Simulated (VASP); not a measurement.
YbAg$_{2}$ (space group I4/mmm): computed properties

These are PBEsol GGA, VASP's PBE PAW potentials (set 64) (plane waves; VASP) values and carry that method's errors.

```yaml
space_group: I4/mmm (139)
cell: a = b = 3.621 Å, c = 9.093 Å, α = β = γ = 90.00°
volume_per_atom: 19.87 Å³/atom
band gap (over mesh and band path): none (metal, semimetal or under 0.01 eV)
band_gap_with_spin_orbit_coupling: none (metallic)
density: 10.83 g/cm³
```

```
Ag2Yb
1.0
   -1.81049     1.81049     4.54651
    1.81049    -1.81049     4.54651
    1.81049     1.81049    -4.54651
Yb Ag
1 2
Direct
  0.00000   0.00000   0.00000
  0.67213   0.67213   0.00000
  0.32787   0.32787   0.00000
```

The 4f electrons are frozen in the core of the lanthanide potential, so 4f levels, which can set the real gap, and their magnetism are missing.

The structure comes from a computed database's YbAg2 entry (I4/mmm); how it stands against other phases isn't given here. It was relaxed first, which changed the volume by -9 %. Symmetry was kept, so distortions that lower it aren't found.
